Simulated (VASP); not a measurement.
Calculation: PBEsol GGA, VASP's PBE PAW potentials (set 64) (plane waves; VASP).

VASP input:

POSCAR:
```
Ge2Si6
3.8868670
  0.0000000000   0.7071068683   0.7071068683
  0.7071068683   0.0000000000   0.7071068683
  2.8194043402   2.8194043402   0.0090231331
Si Ge
6 2
Cartesian
  0.7164679262   0.7164679262   1.4048526788
  0.3573857338   0.3573857338   0.3497211345
  1.4140861447   1.4140861447   1.4143413288
  1.0557123821   1.0557123821   0.3585013543
  1.4053059246   1.4053059246   0.0089078120
  1.7533306005   1.7533306005   0.3679900043
  2.1086657939   2.1086657939   0.0126548111
  2.4734302046   2.4734302046   0.3549972685
```

**INCAR**
```
! general
SYSTEM =Ge2Si6
PREC   =Accurate
ENCUT  =400
LREAL  =.FALSE.
LASPH  =.TRUE.

! electronic loop
EDIFF  =1E-7
NELM   =100
ALGO   =Normal
LMAXMIX=4

! smearing
ISMEAR =-5

! functional
GGA    =PS

! ions
ISIF   =2

! output
LWAVE  =.FALSE.
LCHARG =.TRUE.
LORBIT =11
NEDOS  =601

! other
LEFG   =.TRUE.
```

**KPOINTS**
```
Automatic mesh
0
Gamma
8 8 2
0 0 0
```

POTCAR, in this order: Si Ge_d (PBE.64 set). Program: vasp_std.

Output

File OSZICAR:
```
       N       E                     dE             d eps       ncg     rms          rms(c)
DAV:   1     0.350459800873E+03    0.35046E+03   -0.20544E+04  1509   0.237E+03
DAV:   2     0.130290521891E+02   -0.33743E+03   -0.32878E+03  1269   0.616E+02
DAV:   3    -0.425723878460E+02   -0.55601E+02   -0.55004E+02  1511   0.153E+02
DAV:   4    -0.449991588238E+02   -0.24268E+01   -0.24213E+01  1515   0.395E+01
DAV:   5    -0.450670183523E+02   -0.67860E-01   -0.67834E-01  1623   0.656E+00    0.911E+00
DAV:   6    -0.445114921145E+02    0.55553E+00   -0.28933E-01  1501   0.290E+00    0.542E+00
DAV:   7    -0.442487469579E+02    0.26275E+00   -0.54408E-01  1436   0.353E+00    0.354E-01
DAV:   8    -0.442514312255E+02   -0.26843E-02   -0.36730E-02  1572   0.181E+00    0.160E-01
DAV:   9    -0.442519482089E+02   -0.51698E-03   -0.20986E-03  1509   0.309E-01    0.104E-01
DAV:  10    -0.442520913074E+02   -0.14310E-03   -0.21923E-04  1702   0.908E-02    0.496E-02
DAV:  11    -0.442521242435E+02   -0.32936E-04   -0.88301E-05  1464   0.551E-02    0.134E-02
DAV:  12    -0.442521234854E+02    0.75809E-06   -0.70066E-06  1586   0.291E-02    0.527E-03
DAV:  13    -0.442521238592E+02   -0.37380E-06   -0.20271E-06  1747   0.117E-02    0.248E-03
DAV:  14    -0.442521240446E+02   -0.18537E-06   -0.33458E-07  1248   0.492E-03    0.557E-04
DAV:  15    -0.442521240936E+02   -0.49000E-07   -0.29202E-08   956   0.158E-03
   1 F= -.44252124E+02 E0= -.44252124E+02  d E =0.000000E+00
```

### OUTCAR
```
------------------------ aborting loop because EDIFF is reached ----------------------------------------
  FORCE on cell =-STRESS in cart. coord.  units (eV):
  Direction    XX          YY          ZZ          XY          YZ          ZX
  --------------------------------------------------------------------------------------
  Total       -0.0269974     -0.0269974     -0.0269974      0.2158813     -0.2158813     -0.2158813
  in kB       -0.2616804     -0.2616804     -0.2616804      2.0924959     -2.0924959     -2.0924959
  external PRESSURE =      -0.2616804 kB  Pullay stress =       0.0000000 kB
  volume of cell :      165.30
      direct lattice vectors                 reciprocal lattice vectors
     0.000000000  2.748430352  2.748430352    -0.182213595  0.181630444  0.182213595
     2.748430352  0.000000000  2.748430352     0.181630444 -0.182213595  0.182213595
    10.958649689 10.958649689  0.035071718     0.045699186  0.045699186 -0.045699186
 POSITION                                       TOTAL-FORCE (eV/Angst)
 -----------------------------------------------------------------------------------
      2.78482      2.78482      5.46048        -0.011538     -0.011538      0.011538
      1.38911      1.38911      1.35932         0.010708      0.010708     -0.010708
      5.49636      5.49636      5.49736        -0.009731     -0.009731      0.009731
      4.10341      4.10341      1.39345         0.009731      0.009731     -0.009731
      5.46224      5.46224      0.03462        -0.010708     -0.010708      0.010708
      6.81496      6.81496      1.43033         0.011538      0.011538     -0.011538
      8.19610      8.19610      0.04919        -0.004839     -0.004839      0.004839
      9.61389      9.61389      1.37983         0.004839      0.004839     -0.004839
 -----------------------------------------------------------------------------------
    total drift:                                0.000108      0.000108     -0.000144
  FREE ENERGIE OF THE ION-ELECTRON SYSTEM (eV)
  ---------------------------------------------------
  free  energy   TOTEN  =       -44.2521240936 eV

  energy  without entropy=      -44.2521240936  energy(sigma->0) =      -44.25212409

 total charge

# of ion       s       p       d       tot
------------------------------------------
    1        0.754   0.917   0.000   1.670
    2        0.752   0.928   0.000   1.680
    3        0.752   0.927   0.000   1.679
    4        0.752   0.927   0.000   1.679
    5        0.752   0.928   0.000   1.680
    6        0.754   0.917   0.000   1.670
    7        1.118   1.330  10.032  12.481
    8        1.118   1.330  10.032  12.481
--------------------------------------------------
tot          6.751   8.203  20.064  35.019

 Electric field gradients after diagonalization (V/A^2)
 (convention: |V_zz| > |V_xx| > |V_yy|)
----------------------------------------------------------------------
 ion       V_xx      V_yy      V_zz     asymmetry (V_yy - V_xx)/ V_zz
----------------------------------------------------------------------
   1      -2.643    -2.643     5.286       0.000
   2       1.358     1.358    -2.716       0.000
   3       1.575     1.574    -3.149       0.000
   4       1.574     1.574    -3.147       0.000
   5       1.357     1.357    -2.715       0.000
   6      -2.642    -2.642     5.284       0.000
   7       2.247     2.241    -4.488       0.001
   8       2.244     2.241    -4.484       0.001
```
(Selected blocks of OUTCAR.)

The structure was generated: Ge2Si6 was put into an ordered model structure (R-3m), which need not be its known phase. It was relaxed first.
